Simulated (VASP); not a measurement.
Consider the following.

```xyz
2
Lattice="0.0000 2.8458 2.8458 2.8458 0.0000 2.8458 2.8458 2.8458 0.0000" Properties=species:S:1:pos:R:3 pbc="T T T"
Ge     0.0000     0.0000     0.0000
Ge     1.4229     1.4229     1.4229
```

All values below come from RPBE GGA, VASP's PBE PAW potentials (set 64) (plane waves; VASP 6.6.1). Run with 520 eV cut-off, 11×11×11 Γ-centred mesh, first-order Methfessel-Paxton smearing of 0.10 eV, potentials Ge_d.

### Question
What does the run give for the energy per atom (σ→0), pressure, band gap (on the k-mesh) with the smallest direct gap where there is one?

### Answer

```json
{
  "band gap (on the k-mesh)": "none (metal, semimetal or under 0.01 eV)",
  "energy per atom (σ→0)": "-4.165 eV/atom",
  "pressure": "4.01 GPa"
}
```

The compound is Ge in the diamond structure. This cell is one point of a volume scan, at 0.94 of the reference volume.
